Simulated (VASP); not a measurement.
Computed with PBE GGA, VASP's PBE PAW potentials (set 64) (plane waves; VASP).

Input for VASP

### INCAR
```
SYSTEM = KCl
PREC = Accurate
ENCUT = 500
EDIFF = 1E-6
NELM = 100
ALGO = Normal
LREAL = .FALSE.
LASPH = .TRUE.
ISMEAR = 0
SIGMA = 0.05
GGA = PE
LWAVE = .FALSE.
LCHARG = .FALSE.
IBRION = 2
ISIF = 3
NSW = 40
EDIFFG = -0.02
```

POSCAR:
```
KCl
1
    0.0000000000     3.1919840152     3.1919840152
    3.1919840152     0.0000000000     3.1919840152
    3.1919840152     3.1919840152     0.0000000000
K Cl
1 1
Direct
  0.0000000000   0.0000000000   0.0000000000
  0.5000000000   0.5000000000   0.5000000000
```

KPOINTS:
```
Automatic mesh
0
Gamma
7 7 7
0 0 0
```

POTCAR, in this order: K_sv Cl (PBE.64 set). Program: vasp_std.

The run wrote:

**OSZICAR**
```
       N       E                     dE             d eps       ncg     rms          rms(c)
DAV:   1     0.104592063602E+03    0.10459E+03   -0.69367E+03   480   0.113E+03
DAV:   2    -0.136109462589E+00   -0.10473E+03   -0.97358E+02   644   0.271E+02
DAV:   3    -0.688898405720E+01   -0.67529E+01   -0.67071E+01   608   0.627E+01
DAV:   4    -0.711401807166E+01   -0.22503E+00   -0.22479E+00   872   0.105E+01
DAV:   5    -0.711492632721E+01   -0.90826E-03   -0.90823E-03   616   0.670E-01    0.315E+00
DAV:   6    -0.681278503779E+01    0.30214E+00   -0.56794E-01   592   0.405E+00    0.259E+00
DAV:   7    -0.679622467797E+01    0.16560E-01   -0.13658E-01   604   0.222E+00    0.151E+00
DAV:   8    -0.680920146151E+01   -0.12977E-01   -0.21391E-02   668   0.124E+00    0.184E-01
DAV:   9    -0.681010655486E+01   -0.90509E-03   -0.14170E-03   640   0.256E-01    0.106E-01
DAV:  10    -0.681081169568E+01   -0.70514E-03   -0.68822E-04   544   0.211E-01    0.118E-02
DAV:  11    -0.681082459718E+01   -0.12902E-04   -0.19528E-05   672   0.334E-02    0.637E-03
DAV:  12    -0.681082831904E+01   -0.37219E-05   -0.57154E-06   592   0.182E-02    0.297E-03
DAV:  13    -0.681082840798E+01   -0.88937E-07   -0.61085E-07   492   0.653E-03
   1 F= -.68108284E+01 E0= -.68108284E+01  d E =-.681083E+01
```

### OUTCAR
```
------------------------ aborting loop because EDIFF is reached ----------------------------------------
  FORCE on cell =-STRESS in cart. coord.  units (eV):
  Direction    XX          YY          ZZ          XY          YZ          ZX
  --------------------------------------------------------------------------------------
  Total       -0.0050918     -0.0050918     -0.0050918      0.0000000      0.0000000      0.0000000
  in kB       -0.1254199     -0.1254199     -0.1254199      0.0000000      0.0000000      0.0000000
  external PRESSURE =      -0.1254199 kB  Pullay stress =       0.0000000 kB
  volume of cell :       65.04
      direct lattice vectors                 reciprocal lattice vectors
     0.000000000  3.191984015  3.191984015    -0.156642388  0.156642388  0.156642388
     3.191984015  0.000000000  3.191984015     0.156642388 -0.156642388  0.156642388
     3.191984015  3.191984015  0.000000000     0.156642388  0.156642388 -0.156642388
  FREE ENERGIE OF THE ION-ELECTRON SYSTEM (eV)
  ---------------------------------------------------
  free  energy   TOTEN  =        -6.8108284080 eV

  energy  without entropy=       -6.8108284080  energy(sigma->0) =       -6.81082841

 reached required accuracy - stopping structural energy minimisation
```
(Selected blocks of OUTCAR.)

The compound is KCl in the rock salt structure. It was relaxed first.
